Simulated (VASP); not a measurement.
Computed with PBE GGA, VASP's PBE PAW potentials (set 64) (plane waves; VASP 6.6.1).

VASP ran on this input.

### KPOINTS
```
K-points
0
G
 7 7 4
0 0 0
```

File POSCAR:
```
ZnS
1.0
  1.8004231008  -3.1184241939   0.0000000000
  1.8004231008   3.1184241939   0.0000000000
  0.0000000000   0.0000000000   5.9554322077
Zn S
2 2
direct
  0.6666670000   0.3333330000   0.5017574145
  0.3333330000   0.6666670000   0.0017574145
  0.6666670000   0.3333330000   0.8732425855
  0.3333330000   0.6666670000   0.3732425855
```

INCAR:
```
ALGO=Normal
EDIFF=1E-6
EDIFFG=-0.02
ENCUT=500
GGA=PE
IBRION=2
ISIF=3
ISMEAR=0
LASPH=.TRUE.
LCHARG=.FALSE.
LMAXMIX=4
LREAL=.FALSE.
LWAVE=.FALSE.
NELM=100
NSW=40
PREC=Accurate
PSTRESS=300
SIGMA=0.05
SYSTEM=ZnS
```

POTCAR, in this order: Zn S (PBE.64 set). Program: vasp_std.

Question: What will the output report for the number of irreducible k-points (NKPTS), largest plane-wave count, number of space-group operations, FFT grid (NGX, NGY, NGZ)?

Answer: 
| Item | Value |
|---|---|
| number of irreducible k-points (NKPTS) | 24 |
| largest plane-wave count | 1713 |
| number of space-group operations | 12 |
| FFT grid (NGX, NGY, NGZ) | 28 × 28 × 48 |

The compound is ZnS in the wurtzite structure, the high-temperature form. This run relaxes it under an external pressure of 30 GPa. Symmetry was kept, so distortions that lower it aren't found.
